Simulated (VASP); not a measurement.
Method: PBE GGA, VASP's PBE PAW potentials (set 64) (plane waves; VASP).

The input files of a VASP run:

KPOINTS:
```
Automatic mesh
0
Gamma
7 7 7
0 0 0
```

INCAR:
```
# general
SYSTEM  = PbSe
PREC    = Accurate
ENCUT   = 500
LREAL   = .FALSE.
LASPH   = .TRUE.

# electronic loop
EDIFF   = 1E-6
NELM    = 100
ALGO    = Normal
LMAXMIX = 4

# smearing
ISMEAR  = 0
SIGMA   = 0.05

# functional
GGA     = PE

# ions
IBRION  = 2
NSW     = 40
ISIF    = 3
EDIFFG  = -0.02

# output
LWAVE   = .FALSE.
LCHARG  = .FALSE.
```

File POSCAR:
```
PbSe
1
    0.0000000000     3.1063353721     3.1063353721
    3.1063353721     0.0000000000     3.1063353721
    3.1063353721     3.1063353721     0.0000000000
Pb Se
1 1
Direct
  0.0000000000   0.0000000000   0.0000000000
  0.5000000000   0.5000000000   0.5000000000
```

POTCAR, in this order: Pb_d Se (PBE.64 set). Program: vasp_std.

Task: What does the run give for the energy per atom (σ→0)?

Result: 
The energy per atom (σ→0) is -4.100 eV/atom.

OSZICAR:
```
...
DAV:   6    -0.820039348351E+01    0.31855E+00   -0.86762E-01   760   0.701E+00    0.148E+00
DAV:   7    -0.819661333558E+01    0.37801E-02   -0.13565E-01   630   0.202E+00    0.842E-01
DAV:   8    -0.820034050848E+01   -0.37272E-02   -0.15528E-02   584   0.157E+00    0.182E-01
DAV:   9    -0.819975114657E+01    0.58936E-03   -0.30433E-03   820   0.603E-01    0.633E-02
DAV:  10    -0.819985009070E+01   -0.98944E-04   -0.25587E-04   596   0.127E-01    0.215E-02
DAV:  11    -0.819985724086E+01   -0.71502E-05   -0.70712E-05   694   0.940E-02    0.459E-03
DAV:  12    -0.819985768453E+01   -0.44366E-06   -0.43287E-06   692   0.177E-02
   1 F= -.81998577E+01 E0= -.81998577E+01  d E =-.819986E+01
```

The compound is PbSe in the rock salt structure. It was relaxed first.
